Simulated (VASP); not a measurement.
Input:

```yaml
crystal:
  lattice:
    - [0.00000, 1.72842, 1.72842]
    - [1.72842, 0.00000, 1.72842]
    - [1.72842, 1.72842, 0.00000]
  atoms:
    - { symbol: Ni, position: [0.00000, 0.00000, 0.00000], spin: 0.6 }
```

These are revTPSS meta-GGA, VASP's PBE PAW potentials (set 64) (plane waves; VASP) values and carry that method's errors. Settings: 520 eV cut-off, 16×16×16 Γ-centred mesh, first-order Methfessel-Paxton smearing of 0.10 eV, potentials Ni.

Predict the cell moment, energy per atom (σ→0), band gap (on the k-mesh) with the smallest direct gap where there is one.

| Quantity | Result |
|---|---|
| band gap (on the k-mesh) | none (metal, semimetal or under 0.01 eV) |
| cell moment | 0.60 μB |
| energy per atom (σ→0) | -1.718 eV/atom |

Give the moment on each site (PAW-sphere projection).

```tsv
site	moment (μB)
Ni1	0.61
```

The absolute energy has meaning only against runs of the same code, potentials and settings.

The compound is Ni in the fcc structure. It was relaxed first, which changed the volume by -5 %. The start is the result of an earlier pass.
